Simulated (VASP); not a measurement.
All values below come from revTPSS meta-GGA, VASP's PBE PAW potentials (set 64) (plane waves; VASP).

The input files of a VASP run:

File KPOINTS:
```
Automatic
0
Gamma
 11 11 11
```

**POSCAR**
```
TiCo
1
    2.9395948506    -0.0000000000     0.0000000000
    0.0000000000     2.9395948506    -0.0000000000
   -0.0000000000     0.0000000000     2.9395948506
Ti Co
1 1
Direct
  0.0000000000   0.0000000000   0.0000000000
  0.5000000000   0.5000000000   0.5000000000
```

INCAR:
```
SYSTEM = TiCo
NSW = 60   # most ionic steps
LCHARG = .FALSE.
EDIFFG = -0.01   # ionic stop
LASPH = .TRUE.
ISMEAR = 1   # Methfessel-Paxton
IBRION = 2
LREAL = .FALSE.
LMIXTAU = .TRUE.
LWAVE = .FALSE.
NELM = 100
PREC = Accurate
EDIFF = 1E-6   # SCF stop (eV)
SIGMA = 0.1   # width (eV)
ISIF = 3   # ions, shape and volume
LMAXMIX = 4
METAGGA = RTPSS
ENCUT = 520   # plane-wave cut-off (eV)
ALGO = Normal   # blocked Davidson
```

POTCAR, in this order: Ti_sv Co (PBE.64 set). Program: vasp_std.

### Question
Estimate the energy per atom (σ→0), band gap (on the k-mesh).

### Answer

energy per atom (σ→0): -6.074 eV/atom
band gap (on the k-mesh): none (metal, semimetal or under 0.01 eV)

OSZICAR:
```
...
DAV:  18    -0.121483998700E+02    0.56756E-04   -0.12152E-05  1842   0.424E-02    0.120E-01
DAV:  19    -0.121483722961E+02    0.27574E-04   -0.33155E-04  1676   0.310E-01    0.507E-02
DAV:  20    -0.121483865844E+02   -0.14288E-04   -0.11870E-04  2114   0.719E-02    0.305E-02
DAV:  21    -0.121483838254E+02    0.27590E-05   -0.99944E-06  1598   0.379E-02    0.246E-02
DAV:  22    -0.121483819217E+02    0.19037E-05   -0.29974E-06  1306   0.223E-02    0.132E-02
DAV:  23    -0.121483825584E+02   -0.63675E-06   -0.21010E-05  1784   0.333E-02    0.965E-03
DAV:  24    -0.121483819269E+02    0.63148E-06   -0.15800E-06  1262   0.131E-02
   1 F= -.12148382E+02 E0= -.12148392E+02  d E =-.121484E+02
```

The compound is TiCo in the CsCl type structure. It was relaxed first. The start is the result of an earlier pass. The run is not spin-polarised, so no magnetic state was tried. The electron count is odd and the run is not spin-polarised, which forces a metal.
